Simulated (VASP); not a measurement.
Given:

```
CELL_PARAMETERS angstrom
      4.08775     0.00000     0.00000
      0.00000     4.08775     0.00000
      0.00000     0.00000     4.08775
ATOMIC_POSITIONS crystal
  Tl 0.00000 0.00000 0.00000
  Br 0.50000 0.50000 0.50000
```

Calculation: PBE0 hybrid, VASP's PBE PAW potentials (set 64) (plane waves; VASP). Run with 520 eV cut-off, 6×6×6 Γ-centred mesh, Gaussian smearing of 0.050 eV, potentials Tl_d Br.

Unless said otherwise, spin-orbit coupling is left out, though it shifts the bands of the heavy elements here.

Predict the energy per atom (σ→0), band gap (on the k-mesh) with the smallest direct gap where there is one.

```json
{
 "band gap (on the k-mesh)": "3.42 eV",
 "smallest direct gap (on the k-mesh)": "3.42 eV",
 "energy per atom (σ→0)": "-3.611 eV/atom"
}
```

Total energies compare only between runs with the same potentials, cut-off and functional.

The compound is TlBr in the CsCl type structure. This cell is one point of a volume scan, at 1.03 of the reference volume. The cell's shape comes from a PBE relaxation.
